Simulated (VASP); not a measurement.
These are SCAN meta-GGA, VASP's PBE PAW potentials (set 64) (plane waves; VASP) values and carry that method's errors.

VASP input:

INCAR:
```
SYSTEM = TiAl
PREC = Accurate
ENCUT = 520
EDIFF = 1E-6
NELM = 100
ALGO = Normal
LREAL = .FALSE.
LASPH = .TRUE.
ISMEAR = 1
SIGMA = 0.1
METAGGA = SCAN
LMIXTAU = .TRUE.
LMAXMIX = 4
LWAVE = .FALSE.
LCHARG = .FALSE.
IBRION = 2
ISIF = 3
NSW = 60
EDIFFG = -0.01
```

POSCAR:
```
TiAl
1.0
  2.8300000000   0.0000000000   0.0000000000
  0.0000000000   2.8300000000   0.0000000000
  0.0000000000   0.0000000000   4.0700000000
Ti Al
1 1
Cart
  0.0000000000   0.0000000000   0.0000000000
  1.4150000000   1.4150000000   2.0350000000
```

File KPOINTS:
```
Regular mesh
0
G
 12 12 8
```

POTCAR, in this order: Ti_sv Al (PBE.64 set). Program: vasp_std.

What VASP printed:

### OUTCAR
```
 ion  position               nearest neighbor table
   1  0.000  0.000  0.000-   2 2.85   2 2.85   2 2.85   2 2.85   2 2.85   2 2.85   2 2.85   2 2.85
  LATTYP: Found a simple tetragonal cell.
 ALAT       =     2.8300000000
 C/A-ratio  =     1.4381625442
 Subroutine PRICEL returns:
 Original cell was already a primitive cell.
 Subroutine GETGRP returns: Found 16 space group operations
The static configuration has the point symmetry D_4h.
The dynamic configuration has the point symmetry D_4h.
 Subroutine INISYM returns: Found 16 space group operations
 Subroutine IBZKPT returns following result:
 Found    140 irreducible k-points:

 Following reciprocal coordinates:
            Coordinates               Weight
  0.000000  0.000000  0.000000      1.000000
  0.083333  0.000000  0.000000      4.000000
  0.166667  0.000000  0.000000      4.000000
  0.250000  0.000000  0.000000      4.000000
  0.333333  0.000000  0.000000      4.000000
  0.416667  0.000000  0.000000      4.000000
  0.500000  0.000000  0.000000      2.000000
  0.083333  0.083333  0.000000      4.000000
  0.166667  0.083333  0.000000      8.000000
  0.250000  0.083333  0.000000      8.000000
  0.333333  0.083333  0.000000      8.000000
  0.416667  0.083333  0.000000      8.000000
  0.500000  0.083333  0.000000      4.000000
  0.166667  0.166667  0.000000      4.000000
  0.250000  0.166667  0.000000      8.000000
  0.333333  0.166667  0.000000      8.000000
  0.416667  0.166667  0.000000      8.000000
  0.500000  0.166667  0.000000      4.000000
  0.250000  0.250000  0.000000      4.000000
  0.333333  0.250000  0.000000      8.000000
  0.416667  0.250000  0.000000      8.000000
  0.500000  0.250000  0.000000      4.000000
  0.333333  0.333333  0.000000      4.000000
  0.416667  0.333333  0.000000      8.000000
...
```

File OSZICAR:
```
       N       E                     dE             d eps       ncg     rms          rms(c)
DAV:   1     0.795214147111E+02    0.79521E+02   -0.76495E+03  3080   0.141E+03
DAV:   2    -0.229367332944E+02   -0.10246E+03   -0.99833E+02  3113   0.348E+02
DAV:   3    -0.291141137422E+02   -0.61774E+01   -0.59426E+01  4960   0.833E+01
DAV:   4    -0.293376863421E+02   -0.22357E+00   -0.22156E+00  3904   0.133E+01
DAV:   5    -0.293479752882E+02   -0.10289E-01   -0.10275E-01  4470   0.262E+00    0.115E+01
DAV:   6    -0.252580628720E+02    0.40899E+01   -0.15367E+01  4454   0.558E+01    0.308E+00
DAV:   7    -0.244512829689E+02    0.80678E+00   -0.16485E+00  3725   0.162E+01    0.186E+00
DAV:   8    -0.245893086926E+02   -0.13803E+00   -0.89681E-01  3523   0.105E+01    0.120E+00
DAV:   9    -0.245471287057E+02    0.42180E-01   -0.24740E-01  3274   0.594E+00    0.669E-01
DAV:  10    -0.246442912840E+02   -0.97163E-01   -0.28700E-01  3163   0.724E+00    0.173E-01
DAV:  11    -0.246648086311E+02   -0.20517E-01   -0.75039E-02  3119   0.398E+00    0.121E-01
DAV:  12    -0.246683098013E+02   -0.35012E-02   -0.97568E-03  3282   0.126E+00    0.934E-02
DAV:  13    -0.246704808745E+02   -0.21711E-02   -0.49119E-02  3098   0.329E+00    0.110E-01
DAV:  14    -0.246675516545E+02    0.29292E-02   -0.18048E-02  3092   0.212E+00    0.326E-02
DAV:  15    -0.246686352541E+02   -0.10836E-02   -0.22521E-03  3189   0.656E-01    0.218E-02
DAV:  16    -0.246675039361E+02    0.11313E-02   -0.23188E-03  3117   0.640E-01    0.124E-02
DAV:  17    -0.246672023768E+02    0.30156E-03   -0.11089E-03  3152   0.428E-01    0.621E-03
DAV:  18    -0.246671985457E+02    0.38311E-05   -0.77927E-05  3455   0.109E-01    0.520E-03
DAV:  19    -0.246672063595E+02   -0.78138E-05   -0.12461E-05  3667   0.483E-02    0.736E-03
DAV:  20    -0.246672277068E+02   -0.21347E-04   -0.36109E-05  3113   0.813E-02    0.277E-03
DAV:  21    -0.246672111065E+02    0.16600E-04   -0.79085E-05  3095   0.113E-01    0.116E-03
DAV:  22    -0.246672110879E+02    0.18629E-07   -0.63636E-07  2108   0.921E-03
   1 F= -.24667211E+02 E0= -.24667395E+02  d E =-.246672E+02
       N       E                     dE             d eps       ncg     rms          rms(c)
DAV:   1    -0.248235031887E+02   -0.15629E+00   -0.32887E+00  3438   0.291E+01    0.339E+00
DAV:   2    -0.246805274214E+02    0.14298E+00   -0.10333E+00  3598   0.136E+01    0.792E-01
DAV:   3    -0.246669662784E+02    0.13561E-01   -0.10108E-01  3337   0.362E+00    0.263E-01
DAV:   4    -0.246674514235E+02   -0.48515E-03   -0.32641E-02  3094   0.263E+00    0.109E-01
DAV:   5    -0.246683397617E+02   -0.88834E-03   -0.25887E-02  3492   0.210E+00    0.179E-01
DAV:   6    -0.246686941812E+02   -0.35442E-03   -0.55063E-03  3080   0.105E+00    0.864E-02
DAV:   7    -0.246694344562E+02   -0.74027E-03   -0.63916E-03  3083   0.114E+00    0.463E-02
DAV:   8    -0.246698465195E+02   -0.41206E-03   -0.61304E-03  3080   0.101E+00    0.474E-02
DAV:   9    -0.246697374743E+02    0.10905E-03   -0.34130E-03  3080   0.758E-01    0.105E-02
DAV:  10    -0.246697428184E+02   -0.53442E-05   -0.11733E-03  3086   0.432E-01    0.842E-03
DAV:  11    -0.246697223332E+02    0.20485E-04   -0.63556E-04  3080   0.318E-01    0.380E-03
DAV:  12    -0.246697158180E+02    0.65152E-05   -0.13776E-05  3617   0.467E-02    0.140E-03
DAV:  13    -0.246697190926E+02   -0.32746E-05   -0.84109E-06  3125   0.398E-02    0.284E-03
DAV:  14    -0.246697063721E+02    0.12720E-04   -0.47493E-06  3074   0.280E-02    0.336E-04
DAV:  15    -0.246697077682E+02   -0.13961E-05   -0.13833E-06  2775   0.175E-02    0.374E-04
DAV:  16    -0.246697070860E+02    0.68218E-06   -0.51088E-08  1558   0.340E-03
   2 F= -.24669707E+02 E0= -.24669861E+02  d E =-.249600E-02
       N       E                     dE             d eps       ncg     rms          rms(c)
DAV:   1    -0.246899227025E+02   -0.20215E-01   -0.38901E-01  3435   0.102E+01    0.120E+00
DAV:   2    -0.246731033164E+02    0.16819E-01   -0.14271E-01  3600   0.492E+00    0.282E-01
DAV:   3    -0.246712150364E+02    0.18883E-02   -0.16248E-02  3338   0.148E+00    0.883E-02
DAV:   4    -0.246713579078E+02   -0.14287E-03   -0.53323E-03  3104   0.106E+00    0.315E-02
DAV:   5    -0.246712136387E+02    0.14427E-03   -0.41445E-03  3267   0.871E-01    0.586E-02
DAV:   6    -0.246711363961E+02    0.77243E-04   -0.19456E-03  3080   0.600E-01    0.291E-02
DAV:   7    -0.246710030259E+02    0.13337E-03   -0.70086E-04  3089   0.362E-01    0.186E-02
DAV:   8    -0.246710335825E+02   -0.30557E-04   -0.34270E-04  3339   0.221E-01    0.186E-02
DAV:   9    -0.246709336321E+02    0.99950E-04   -0.28811E-04  3102   0.220E-01    0.327E-03
DAV:  10    -0.246709269538E+02    0.66783E-05   -0.12754E-04  3080   0.150E-01    0.395E-03
DAV:  11    -0.246709109382E+02    0.16016E-04   -0.98109E-05  3080   0.129E-01    0.231E-03
DAV:  12    -0.246708919675E+02    0.18971E-04   -0.14776E-05  3110   0.503E-02    0.148E-03
DAV:  13    -0.246708920995E+02   -0.13197E-06   -0.17564E-06  3131   0.145E-02
   3 F= -.24670892E+02 E0= -.24671051E+02  d E =-.368101E-02
       N       E                     dE             d eps       ncg     rms          rms(c)
DAV:   1    -0.246717955159E+02   -0.90355E-03   -0.17811E-02  3435   0.217E+00    0.254E-01
DAV:   2    -0.246710001377E+02    0.79538E-03   -0.63244E-03  3589   0.104E+00    0.596E-02
DAV:   3    -0.246709576912E+02    0.42446E-04   -0.71038E-04  3324   0.308E-01    0.188E-02
DAV:   4    -0.246709595577E+02   -0.18665E-05   -0.24841E-04  3080   0.231E-01    0.701E-03
DAV:   5    -0.246709461922E+02    0.13365E-04   -0.19889E-04  3241   0.192E-01    0.125E-02
DAV:   6    -0.246709194333E+02    0.26759E-04   -0.12169E-04  3080   0.149E-01    0.596E-03
DAV:   7    -0.246709026093E+02    0.16824E-04   -0.62145E-05  3083   0.107E-01    0.359E-03
DAV:   8    -0.246708987282E+02    0.38811E-05   -0.38877E-05  3086   0.788E-02    0.385E-03
DAV:   9    -0.246708800980E+02    0.18630E-04   -0.38570E-05  3080   0.795E-02    0.820E-04
DAV:  10    -0.246708768879E+02    0.32101E-05   -0.15745E-05  3074   0.505E-02    0.693E-04
DAV:  11    -0.246708744346E+02    0.24534E-05   -0.74328E-06  3077   0.342E-02    0.577E-04
DAV:  12    -0.246708713193E+02    0.31153E-05   -0.17577E-07  1608   0.530E-03    0.276E-04
DAV:  13    -0.246708708450E+02    0.47427E-06   -0.17425E-07  1549   0.553E-03
   4 F= -.24670871E+02 E0= -.24671031E+02  d E =-.365976E-02
```

**OUTCAR**
```
------------------------ aborting loop because EDIFF is reached ----------------------------------------
  FORCE on cell =-STRESS in cart. coord.  units (eV):
  Direction    XX          YY          ZZ          XY          YZ          ZX
  --------------------------------------------------------------------------------------
  Total        0.0105722      0.0105722     -0.0199176      0.0000000      0.0000000      0.0000000
  in kB        0.5280987      0.5280987     -0.9949144      0.0000000      0.0000000      0.0000000
  external PRESSURE =       0.0204277 kB  Pullay stress =       0.0000000 kB
  volume of cell :       32.07
      direct lattice vectors                 reciprocal lattice vectors
     2.815275740  0.000000000  0.000000000     0.355204993  0.000000000  0.000000000
     0.000000000  2.815275740  0.000000000     0.000000000  0.355204993  0.000000000
     0.000000000  0.000000000  4.046869813     0.000000000 -0.000000000  0.247104564
 POSITION                                       TOTAL-FORCE (eV/Angst)
 -----------------------------------------------------------------------------------
      0.00000      0.00000      0.00000         0.000000      0.000000      0.000000
      1.40764      1.40764      2.02343         0.000000      0.000000      0.000000
 -----------------------------------------------------------------------------------
    total drift:                               -0.000000      0.000000      0.000000
  FREE ENERGIE OF THE ION-ELECTRON SYSTEM (eV)
  ---------------------------------------------------
  free  energy   TOTEN  =       -24.6708708450 eV

  energy  without entropy=      -24.6713524930  energy(sigma->0) =      -24.67103139

 reached required accuracy - stopping structural energy minimisation
```
(Selected blocks of OUTCAR.)

**CONTCAR**
```
TiAl
   1.00000000000000
     2.8152757397215145    0.0000000000000000    0.0000000000000000
     0.0000000000000000    2.8152757397215145    0.0000000000000000
     0.0000000000000000    0.0000000000000000    4.0468698131219094
  Ti              Al
     1     1
Direct
     0.0000000000000000    0.0000000000000000    0.0000000000000000
     0.5000000000000000    0.5000000000000000    0.5000000000000000
```

The compound is TiAl in the L1_0 structure. This run relaxes it. Symmetry was kept, so distortions that lower it aren't found. The electron count is odd and the run is not spin-polarised, which forces a metal.
